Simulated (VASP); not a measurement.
Given:

```yaml
crystal:
  lattice:
    - [11.46485, 0.00000, 0.00000]
    - [0.00000, 11.46485, 0.00000]
    - [0.00000, 0.00000, 11.46485]
  atoms:
    - { symbol: Al, position: [0.49865, 0.00100, 0.00136] }
    - { symbol: Al, position: [0.75091, 0.24886, 0.00054] }
    - { symbol: Al, position: [0.75104, 0.00034, 0.24899] }
    - { symbol: Al, position: [0.99900, 0.00098, 0.00106] }
    - { symbol: Al, position: [0.25119, 0.24871, 0.00144] }
    - { symbol: Al, position: [0.49886, 0.50088, 0.00059] }
    - { symbol: Al, position: [0.75131, 0.74891, 0.00131] }
    - { symbol: Al, position: [0.25088, 0.00084, 0.24871] }
    - { symbol: Al, position: [0.49345, 0.24309, 0.24437] }
    - { symbol: Al, position: [0.75671, 0.50663, 0.24346] }
    - { symbol: Al, position: [0.49894, 0.00013, 0.50126] }
    - { symbol: Al, position: [0.75748, 0.24258, 0.50786] }
    - { symbol: Al, position: [0.75136, 0.00084, 0.74927] }
    - { symbol: Al, position: [0.99894, 0.50135, 0.00133] }
    - { symbol: Al, position: [0.25096, 0.74893, 0.00109] }
    - { symbol: Al, position: [0.99965, 0.24888, 0.24905] }
    - { symbol: Al, position: [0.25041, 0.50098, 0.24895] }
    - { symbol: Al, position: [0.49893, 0.74955, 0.24909] }
    - { symbol: Al, position: [0.99898, 0.00088, 0.50140] }
    - { symbol: Al, position: [0.25005, 0.24882, 0.50114] }
    - { symbol: Al, position: [0.49256, 0.50702, 0.50797] }
    - { symbol: Al, position: [0.75108, 0.74972, 0.50115] }
    - { symbol: Al, position: [0.25101, 0.00097, 0.74909] }
    - { symbol: Al, position: [0.49893, 0.24875, 0.75003] }
    - { symbol: Al, position: [0.75112, 0.50107, 0.74997] }
    - { symbol: Al, position: [0.99899, 0.74890, 0.24866] }
    - { symbol: Al, position: [0.99978, 0.50111, 0.50115] }
    - { symbol: Al, position: [0.25107, 0.74887, 0.50139] }
    - { symbol: Al, position: [0.99909, 0.24863, 0.74938] }
    - { symbol: Al, position: [0.25082, 0.50138, 0.74931] }
    - { symbol: Al, position: [0.49860, 0.74896, 0.74933] }
    - { symbol: Al, position: [0.99898, 0.74897, 0.74901] }
    - { symbol: As, position: [0.62559, 0.12483, 0.12511] }
    - { symbol: As, position: [0.87515, 0.37413, 0.12489] }
    - { symbol: As, position: [0.87524, 0.12472, 0.37440] }
    - { symbol: As, position: [0.12519, 0.12496, 0.12508] }
    - { symbol: As, position: [0.37508, 0.37535, 0.12527] }
    - { symbol: As, position: [0.62416, 0.62510, 0.12492] }
    - { symbol: As, position: [0.87502, 0.87479, 0.12507] }
    - { symbol: As, position: [0.37450, 0.12440, 0.37617] }
    - { symbol: As, position: [0.87521, 0.62521, 0.37587] }
    - { symbol: As, position: [0.62415, 0.12455, 0.62557] }
    - { symbol: As, position: [0.87551, 0.37591, 0.62562] }
    - { symbol: As, position: [0.87489, 0.12494, 0.87500] }
    - { symbol: As, position: [0.12482, 0.62495, 0.12510] }
    - { symbol: As, position: [0.37500, 0.87511, 0.12511] }
    - { symbol: As, position: [0.12499, 0.37500, 0.37500] }
    - { symbol: As, position: [0.37485, 0.62505, 0.37454] }
    - { symbol: As, position: [0.62500, 0.87493, 0.37504] }
    - { symbol: As, position: [0.12467, 0.12487, 0.62517] }
    - { symbol: As, position: [0.37436, 0.37386, 0.62578] }
    - { symbol: As, position: [0.62589, 0.62536, 0.62561] }
    - { symbol: As, position: [0.87498, 0.87519, 0.62509] }
    - { symbol: As, position: [0.37494, 0.12488, 0.87549] }
    - { symbol: As, position: [0.62498, 0.37496, 0.87520] }
    - { symbol: As, position: [0.87507, 0.62506, 0.87542] }
    - { symbol: As, position: [0.12497, 0.87489, 0.37514] }
    - { symbol: As, position: [0.12525, 0.62502, 0.62509] }
    - { symbol: As, position: [0.37496, 0.87466, 0.62518] }
    - { symbol: As, position: [0.12503, 0.37497, 0.87536] }
    - { symbol: As, position: [0.37499, 0.62488, 0.87502] }
    - { symbol: As, position: [0.62499, 0.87498, 0.87530] }
    - { symbol: As, position: [0.12498, 0.87497, 0.87506] }
    - { symbol: Se, position: [0.62510, 0.37516, 0.37590] }
```
Cell charge -1.

Level of theory: HSE06 screened hybrid, VASP's PBE PAW potentials (set 64) (plane waves; VASP). Numerical set-up: PREC = Normal, LREAL = Auto, ISYM = 0, NELECT = 258.0, EDIFF = 1E-5, 400 eV cut-off, 1×1×1 Γ-centred mesh, Gaussian smearing of 0.050 eV, potentials Al As Se.

The cell is charged, with a uniform compensating background. The supercell is sampled at Γ alone, which is coarse: total energies, pressure and levels can be off, energies of defects by several tenths of an eV.

Question: What does the run give for the energy per atom (σ→0)?

Answer: 
```
Quantity                        Value
---------------------  --------------
energy per atom (σ→0)  -5.345 eV/atom
```

The absolute energy has meaning only against runs of the same code, potentials and settings.

The cell is a supercell with a defect, built from AlAs (zinc blende): Se_As, charge -1. The cell's shape comes from a PBE relaxation. The run is not spin-polarised, so no state with unpaired spins was tried.
